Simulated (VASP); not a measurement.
Here is the system:

```xyz
1
Lattice="-2.5602 2.5602 2.5602 2.5602 -2.5602 2.5602 2.5602 2.5602 -2.5602" Properties=species:S:1:pos:R:3 pbc="T T T"
Ba     0.0000     0.0000     0.0000
```

Method: PBE GGA, VASP's PBE PAW potentials (set 64) (plane waves; VASP). Run with 150 eV cut-off, 9×9×9 Γ-centred mesh, first-order Methfessel-Paxton smearing of 0.10 eV, potentials Ba_sv.

At this cut-off the stress carries a Pulay error, which pulls relaxed volumes low. Unless said otherwise, spin-orbit coupling is left out, though it shifts the bands of the heavy elements here.

Q: Predict the energy per atom (σ→0), pressure, band gap (on the k-mesh) with the smallest direct gap where there is one.

A: 
```json
{
 "band gap (on the k-mesh)": "none (metal, semimetal or under 0.01 eV)",
 "energy per atom (σ→0)": "-1.904 eV/atom",
 "pressure": "-1.29 GPa"
}
```

Total energies compare only between runs with the same potentials, cut-off and functional.

The compound is Ba in the bcc structure. The cell was not relaxed at this level. The run is one of a series of settings (ENCUT = 150 against the base run), some of them coarse on purpose.
